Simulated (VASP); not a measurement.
# NaMg3O4 (Pm-3m) in VASP: notebook

One crystal, NaMg3O4, is run at these levels: PBE, PBE+D3(BJ), LDA, optPBE-vdW; tasks: single point, molecular dynamics, relaxation of cell and atoms.

All numbers are computed with VASP 6.6.1; they aren't measurements. Logs are shortened: lines on timing, memory, paths and dates and some standing lists are left out, and cuts for length are marked.

## Step 1: The structure

The structure is cubic, space group Pm-3m (No. 221). The conventional cell has a = 4.354 Å, b = 4.354 Å, c = 4.354 Å, α = 90.00°, β = 90.00°, γ = 90.00°. Mg (site symmetry 4/mmm) has 6 O at 2.18 Å as nearest neighbours. Na (site symmetry m-3m) is surrounded by 6 O at 2.18 Å. Around O (site symmetry 4/mmm) lie 4 Mg at 2.18 Å and 2 Na at 2.18 Å. O (site symmetry m-3m) is surrounded by 6 Mg at 2.18 Å.

The cell comes from a database or a generator and needn't be the stable form of this composition.

## Step 2: Single point, PBE

Contents of INCAR:

```
PREC = Accurate
ENCUT = 520
EDIFF = 1E-6
ISMEAR = 0
SIGMA = 0.05
LREAL = False
LASPH = True
NELM = 100
ALGO = Normal
ISIF = 2
LWAVE = False
LCHARG = False
GGA = PE
```

Contents of KPOINTS:

```
regular mesh
0
Gamma
  6 6 6
```

Contents of POSCAR:

```
NaMg3O4
1.0
    4.3537536500      0.0000000000      0.0000000000
    0.0000000000      4.3537536500      0.0000000000
    0.0000000000      0.0000000000      4.3537536500
Mg Na O
3 1 4
Direct
    0.5000000000      0.5000000000      0.0000000000
    0.5000000000      0.0000000000      0.5000000000
    0.0000000000      0.5000000000      0.5000000000
    0.0000000000      0.0000000000      0.0000000000
    0.0000000000      0.5000000000      0.0000000000
    0.0000000000      0.0000000000      0.5000000000
    0.5000000000      0.5000000000      0.5000000000
    0.5000000000      0.0000000000      0.0000000000
```

Potentials or basis: VASP PAW PBE potentials, release 64 (Mg, Na_pv, O).

Run with:

```
cat potpaw_PBE.64/Mg/POTCAR potpaw_PBE.64/Na_pv/POTCAR potpaw_PBE.64/O/POTCAR > POTCAR
mpirun -np 1 vasp_std > vasp.out
```

OUTCAR:

```text
PREC = Accurate
   ENCUT = 520
   EDIFF = 1E-6
   ISMEAR = 0
   LREAL = False
   LASPH = True
   NELM = 100
   ISIF = 2
   GGA = PE

 ion  position               nearest neighbor table
   1  0.500  0.500  0.000-   5 2.18   7 2.18   8 2.18   7 2.18   8 2.18   5 2.18   2 3.08   3 3.08
                             2 3.08   2 3.08   4 3.08   3 3.08   2 3.08   3 3.08   4 3.08   4 3.08
   2  0.500  0.000  0.500-   6 2.18   7 2.18   8 2.18   8 2.18   7 2.18   6 2.18   1 3.08   4 3.08
                             1 3.08   1 3.08   3 3.08   3 3.08   1 3.08   3 3.08   4 3.08   4 3.08
   3  0.000  0.500  0.500-   5 2.18   6 2.18   7 2.18   5 2.18   6 2.18   7 2.18   1 3.08   4 3.08
                             1 3.08   2 3.08   4 3.08   2 3.08   4 3.08   1 3.08   2 3.08   4 3.08
   4  0.000  0.000  0.000-   5 2.18   6 2.18   8 2.18   6 2.18   5 2.18   8 2.18   2 3.08   3 3.08
                             1 3.08   1 3.08   3 3.08   2 3.08   3 3.08   1 3.08   2 3.08   3 3.08
   5  0.000  0.500  0.000-   1 2.18   3 2.18   4 2.18   3 2.18   4 2.18   1 2.18
   6  0.000  0.000  0.500-   2 2.18   3 2.18   4 2.18   4 2.18   3 2.18   2 2.18
   7  0.500  0.500  0.500-   1 2.18   2 2.18   3 2.18   1 2.18   2 2.18   3 2.18
   8  0.500  0.000  0.000-   1 2.18   2 2.18   4 2.18   2 2.18   1 2.18   4 2.18

  LATTYP: Found a simple cubic cell.
 ALAT       =     4.3537536500

  Lattice vectors:

 A1 = (   4.3537536500,   0.0000000000,   0.0000000000)
 A2 = (   0.0000000000,   4.3537536500,   0.0000000000)
 A3 = (   0.0000000000,   0.0000000000,   4.3537536500)

Analysis of symmetry for initial positions (statically):
=====================================================================
 Subroutine PRICEL returns:
 Original cell was already a primitive cell.

 Routine SETGRP: Setting up the symmetry group for a
 simple cubic supercell.

 Subroutine GETGRP returns: Found 48 space group operations
 (whereof 48 operations were pure point group operations)
 out of a pool of 48 trial point group operations.

The static configuration has the point symmetry O_h .

Analysis of symmetry for dynamics (positions and initial velocities):
=====================================================================
 Subroutine PRICEL returns:
 Original cell was already a primitive cell.

 Routine SETGRP: Setting up the symmetry group for a
 simple cubic supercell.

 Subroutine GETGRP returns: Found 48 space group operations
 (whereof 48 operations were pure point group operations)
 out of a pool of 48 trial point group operations.

The dynamic configuration has the point symmetry O_h .

 Subroutine INISYM returns: Found 48 space group operations
 (whereof 48 operations are pure point group operations),
[... 112 lines left out ...]
   TEBEG  =    0.0;   TEEND  =   0.0 temperature during run
   PSTRESS=    0.0 pullay stress
   NELECT =      37.0000    total number of electrons
   NUPDOWN=      -1.0000    fix difference up-down
   EMIN   =  10.00;   EMAX   =-10.00  energy-range for DOS
   EFERMI =   0.00;   METHOD = LEGACY
   ISMEAR =     0;   SIGMA  =   0.05  broadening in eV -4-tet -1-fermi 0-gaus
   EFERMI_NEDOS =   21; number of points for ismear=-14 and -15
   IALGO  =     38    algorithm
   IMIX   =      4    mixing-type and parameters
     AMIX     =   0.40;   BMIX     =  1.00
     AMIX_MAG =   1.60;   BMIX_MAG =  1.00
  volume/ion in A,a.u.               =      10.32        69.61
  Fermi-wavevector in a.u.,A,eV,Ry     =   1.252982  2.367793 21.360661  1.569964
  Thomas-Fermi vector in A             =   2.386857
   LORBIT       =      0    0 simple, 1 ext, 2 COOP (PROOUT), +10 PAW based schemes
   GGA     = PE    functional components
   LHFCALC =     F    Hartree Fock is set to
   AEXX    =    0.0000 exact exchange contribution
   IVDW    =     0    specifies the selected vdW correction
   LEPSILON=     F    determine dielectric tensor
   LRPA    =     F    only Hartree local field effects (RPA)
 non-spin polarized calculation
 Gauss-broadening in eV      SIGMA  =   0.05
  energy-cutoff  :      520.00
  volume of cell :       82.53
 maximum number of plane-waves:      2272
   NGX = 17   NGY = 17   NGZ = 17

 number of electron      36.9999968 magnetization

 Free energy of the ion-electron system (eV)
  ---------------------------------------------------
  ext. energy  EPLUGINS =         0.00000000
  ---------------------------------------------------
  free energy    TOTEN  =       -42.55366306 eV

  energy without entropy =      -42.53810537  energy(sigma->0) =      -42.54588421

 E-fermi :   1.9389     XC(G=0): -10.5718

 val. band max:        1.9266341683   @ k =   0.3333   0.3333   0.1667
 cond. band min:       1.9512203388   @ k =   0.3333   0.3333   0.0000
 fundamental gap:      0.0245861705
 Fermi energy:         1.9388775978

 k-point     1 :       0.0000    0.0000    0.0000
  band No.  band energies     occupation
      1     -17.6397      2.00000
      2     -17.6397      2.00000
      3     -17.6397      2.00000
      4     -14.6732      2.00000
      5     -13.5762      2.00000
      6     -13.4112      2.00000
[... 509 lines left out ...]
     22      10.2037      0.00000
     23      10.2037      0.00000

------------------------ aborting loop because EDIFF is reached ----------------------------------------

  FORCE on cell =-STRESS in cart. coord.  units (eV):
  Direction    XX          YY          ZZ          XY          YZ          ZX
  --------------------------------------------------------------------------------------
  -------------------------------------------------------------------------------------
  Total       -0.7063455     -0.7063455     -0.7063455      0.0000000      0.0000000      0.0000000
  in kB      -13.7131175    -13.7131175    -13.7131175      0.0000000      0.0000000      0.0000000
  external PRESSURE =     -13.7131175 kB  Pullay stress =       0.0000000 kB

 VOLUME and BASIS-vectors are now :
 -----------------------------------------------------------------------------
  energy-cutoff  :      520.00
  volume of cell :       82.53
      direct lattice vectors                 reciprocal lattice vectors
     4.353753650  0.000000000  0.000000000     0.229686859  0.000000000  0.000000000
     0.000000000  4.353753650  0.000000000     0.000000000  0.229686859  0.000000000
     0.000000000  0.000000000  4.353753650     0.000000000  0.000000000  0.229686859

 POSITION                                       TOTAL-FORCE (eV/Angst)
 -----------------------------------------------------------------------------------
      2.17688      2.17688      0.00000         0.000000      0.000000      0.000000
      2.17688      0.00000      2.17688         0.000000      0.000000      0.000000
      0.00000      2.17688      2.17688         0.000000      0.000000      0.000000
      0.00000      0.00000      0.00000         0.000000      0.000000      0.000000
      0.00000      2.17688      0.00000         0.000000      0.000000      0.000000
      0.00000      0.00000      2.17688         0.000000      0.000000      0.000000
      2.17688      2.17688      2.17688         0.000000      0.000000      0.000000
      2.17688      0.00000      0.00000         0.000000      0.000000      0.000000
 -----------------------------------------------------------------------------------
    total drift:                                0.000000      0.000000     -0.000000

  FREE ENERGIE OF THE ION-ELECTRON SYSTEM (eV)
  ---------------------------------------------------
  free  energy   TOTEN  =       -42.5536630562 eV

  energy  without entropy=      -42.5381053702  energy(sigma->0) =      -42.54588421
```

stdout:

```text
POSCAR found type information on POSCAR MgNaO
 POSCAR found :  3 types and       8 ions
 scaLAPACK will be used
 LDA part: xc-table for (Slater+PW92), standard interpolation
 POSCAR, INCAR and KPOINTS ok, starting setup
 FFT: planning ... GRIDC
 FFT: planning ... GRID_SOFT
 FFT: planning ... GRID
 WAVECAR not read
 entering main loop
```

It took 20 s on 1 thread of AMD EPYC 9R45 (Zen 5), shared host; peak memory 0.16 GiB.

What came out:

* Free energy: -42.5537 eV
* Pressure: -1.4 GPa
* Band gap on the k mesh: none (metal or under the smearing width)

Caveat: an odd number of electrons without spin polarisation forces a metal; a magnetic or distorted state may lie lower.

## Step 3: Single point, PBE

Contents of run.py:

```python
from ase.calculators.vasp import Vasp
from ase.dft.bandgap import bandgap
from ase.io import read

atoms = read('NaMg3O4.cif', primitive_cell=True, subtrans_included=False)
calc = Vasp(
    directory='calc',
    xc='pbe',
    pp='PBE',
    setups='recommended',
    prec='Accurate',
    encut=520,
    ediff=1e-07,
    ismear=0,
    sigma=0.05,
    lreal=False,
    lasph=True,
    nelm=80,
    algo='Fast',
    isif=2,
    lwave=False,
    lcharg=False,
    kpts=[6, 6, 6],
    gamma=True,
)
atoms.calc = calc

print('energy (eV):', atoms.get_potential_energy())
print('free energy (eV):', atoms.get_potential_energy(force_consistent=True))
print('forces (eV/A):')
print(atoms.get_forces())
print('stress (eV/A^3, Voigt):', atoms.get_stress())
print('Fermi level (eV):', calc.get_fermi_level())
gap, top, bottom = bandgap(calc)
print('band gap (eV):', gap, 'from (spin, k, band)', top, 'to', bottom)
```

Contents of NaMg3O4.cif:

```cif
data_NaMg3O4
_cell_length_a 4.35375365
_cell_length_b 4.35375365
_cell_length_c 4.35375365
_cell_angle_alpha 90.00000000
_cell_angle_beta 90.00000000
_cell_angle_gamma 90.00000000
_space_group_name_H-M_alt 'Pm-3m'
_space_group_name_Hall '-P 4 2 3'
_space_group_IT_number 221
loop_
_space_group_symop_operation_xyz
'x,y,z'
'-x,-y,-z'
'-y,x,z'
'y,-x,-z'
'-x,-y,z'
'x,y,-z'
'y,-x,z'
'-y,x,-z'
'x,-y,-z'
'-x,y,z'
'-y,-x,-z'
'y,x,z'
'-x,y,-z'
'x,-y,z'
'y,x,-z'
'-y,-x,z'
'z,x,y'
'-z,-x,-y'
'z,-y,x'
'-z,y,-x'
'z,-x,-y'
'-z,x,y'
'z,y,-x'
'-z,-y,x'
'-z,x,-y'
'z,-x,y'
'-z,-y,-x'
'z,y,x'
'-z,-x,y'
'z,x,-y'
'-z,y,x'
'z,-y,-x'
'y,z,x'
'-y,-z,-x'
'x,z,-y'
'-x,-z,y'
'-y,z,-x'
'y,-z,x'
'-x,z,y'
'x,-z,-y'
'-y,-z,x'
'y,z,-x'
'-x,-z,-y'
'x,z,y'
'y,-z,-x'
'-y,z,x'
'x,-z,y'
'-x,z,-y'
loop_
_atom_site_label
_atom_site_type_symbol
_atom_site_symmetry_multiplicity
_atom_site_Wyckoff_symbol
_atom_site_fract_x
_atom_site_fract_y
_atom_site_fract_z
_atom_site_occupancy
Mg1 Mg 3 c 0.5000000000 0.5000000000 0.0000000000 1
Na1 Na 1 a 0.0000000000 0.0000000000 0.0000000000 1
O1 O 3 d 0.0000000000 0.5000000000 0.0000000000 1
O2 O 1 b 0.5000000000 0.5000000000 0.5000000000 1
```

Potentials or basis: VASP PAW PBE potentials, release 64 (Mg, Na_pv, O).

Run with:

```
python run.py
```

Run time: 32 s. Hardware: 1 thread of AMD EPYC 9R45 (Zen 5), shared host; peak memory 0.16 GiB.

The run converged. Its results:

```yaml
Free_energy: -42.5537 eV
Pressure: -1.4 GPa
Band_gap_on_the_k_mesh: none (metal or under the smearing width)
```

Levels at points of the mesh, in eV from the Fermi level:
```
           k point  band 17  band 18  band 19  band 20  band 21  band 22
(0.00, 0.00, 0.00)     0.24     0.24     0.24     4.43     9.11     9.14
(0.50, 0.00, 0.00)    -0.65    -0.14    -0.14     7.27     7.94    11.41
(0.50, 0.50, 0.00)    -0.55    -0.48    -0.02     8.70     9.27     9.27
(0.50, 0.50, 0.50)    -0.48    -0.02    -0.02     7.47     8.27     8.27
```

Caveat: an odd number of electrons without spin polarisation forces a metal; a magnetic or distorted state may lie lower.

## Step 4: Molecular dynamics, PBE+D3(BJ) (cell strained at random at fixed volume)

Contents of INCAR:

```
ALGO     = Fast           # electronic algorithm
ANDERSEN_PROB= 0.0          
EDIFF    = 1E-5           # SCF threshold, eV
ENCUT    = 420            # plane-wave cutoff, eV
GGA      = PE             # functional
IBRION   = 0              # ionic algorithm
ISIF     = 2              # what is computed and relaxed
ISMEAR   = -1             # smearing method
ISYM     = 0            
IVDW     = 12             # dispersion correction
LASPH    = True           # aspherical terms in the spheres
LCHARG   = False          # write CHGCAR
LREAL    = Auto         
LWAVE    = False          # write WAVECAR
MDALGO   = 1            
NELM     = 100            # most SCF steps
NELMIN   = 4            
NSW      = 50             # ionic steps
POTIM    = 2              # step
PREC     = Normal         # precision mode
RANDOM_SEED= 954290 0 0   
SIGMA    = 0.05           # smearing width, eV
TEBEG    = 1500         
TEEND    = 1500
```

Contents of KPOINTS:

```
k-points
0
Gamma
  3 3 3
```

Changes to POSCAR since step 2:

```diff
@@ -2,5 +2,5 @@
 1.0
-    4.3537536500      0.0000000000      0.0000000000
-    0.0000000000      4.3537536500      0.0000000000
-    0.0000000000      0.0000000000      4.3537536500
+    4.4168000000     -0.0182260000     -0.0279860000
+   -0.0182260000      4.3786640000      0.0249470000
+   -0.0279860000      0.0249470000      4.2675840000
 Mg Na O
```

Run with:

```
cat potpaw_PBE.64/Mg/POTCAR potpaw_PBE.64/Na_pv/POTCAR potpaw_PBE.64/O/POTCAR > POTCAR
mpirun -np 1 vasp_std > vasp.out
```

Run time: 4 min. Hardware: 1 thread of AMD EPYC 9R45 (Zen 5), shared host; peak memory 0.15 GiB.

Results (log left out):

- Dispersion energy per atom: -0.256 eV

Step by step:
```
step  potential energy change (eV)  largest force (eV/Å)  pressure (GPa)  volume (Å³)  temperature (K)
   1                        0.0000                0.0000           -7.90        82.53             1500
   3                        0.1100                0.7232           -7.56        82.53             1379
   5                        0.3965                1.4171           -6.31        82.53             1064
   7                        0.7587                2.0497           -4.52        82.53              666
   9                        1.0709                2.5707           -2.79        82.53              323
  11                        1.2305                2.9221           -1.95        82.53              147
  13                        1.1974                3.0267           -1.77        82.53              183
  15                        1.0046                2.8398           -2.42        82.53              394
  17                        0.7418                2.4238           -3.53        82.53              683
  19                        0.5104                1.8711           -4.69        82.53              937
  21                        0.3790                1.2798           -5.73        82.53             1082
  23                        0.3605                1.6345           -6.47        82.53             1103
  25                        0.4247                1.9062           -6.88        82.53             1033
  27                        0.5279                1.9280           -6.79        82.53              919
  29                        0.6382                1.7130           -6.19        82.53              797
  31                        0.7406                2.0404           -5.20        82.53              684
  33                        0.8254                2.4994           -3.90        82.53              590
  35                        0.8762                2.7689           -2.72        82.53              534
  37                        0.8732                2.7493           -2.04        82.53              537
  39                        0.8082                2.4517           -2.08        82.53              608
  41                        0.6936                1.9754           -2.93        82.53              734
  43                        0.5596                1.6343           -4.27        82.53              881
  45                        0.4482                1.5783           -5.69        82.53             1004
  47                        0.3997                1.5032           -6.66        82.53             1057
  49                        0.4356                1.3564           -6.90        82.53             1018
  50                        0.4852                1.2663           -6.71        82.53              963
```

Caveat: the k mesh is coarse (spacing up to 0.49 Å⁻¹), so the values aren't converged; the cutoff is under 1.25 times the usual one of these potentials, so pressure, stress and relaxed cells hold a basis-set (Pulay) error.

[end of part 1 of 2]
